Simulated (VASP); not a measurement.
Given:

```xyz
2
Lattice="0.0000 1.7403 1.7798 1.7409 0.0000 1.7798 1.7409 1.7403 0.0000" Properties=species:S:1:pos:R:3 pbc="T T T"
C      0.0000     0.0000     0.0000
C      0.9330     0.8701     0.8899
```
Cell charge -0.1.

Computed with PBE GGA, VASP's PBE PAW potentials (set 64) (plane waves; VASP 6.6.1). Settings: NELECT = 8.1, 520 eV cut-off, 12×12×12 Γ-centred mesh, Gaussian smearing of 0.050 eV, potentials C.

The cell is charged, with a uniform compensating background.

Q: Predict the energy per atom (σ→0), pressure, largest force, band gap (on the k-mesh) with the smallest direct gap where there is one.

A: 
- band gap (on the k-mesh) = none (metal, semimetal or under 0.01 eV)
- energy per atom (σ→0) = -8.269 eV/atom
- pressure = 54.47 GPa
- largest force = 2.318 eV/Å

Only differences to runs with the same potentials and settings are physical.

The compound is C in the diamond structure. The cell was not relaxed at this level, atoms are displaced from their ideal sites. The run is one of a series of settings (NELECT = 8.1 against the base run), some of them coarse on purpose.
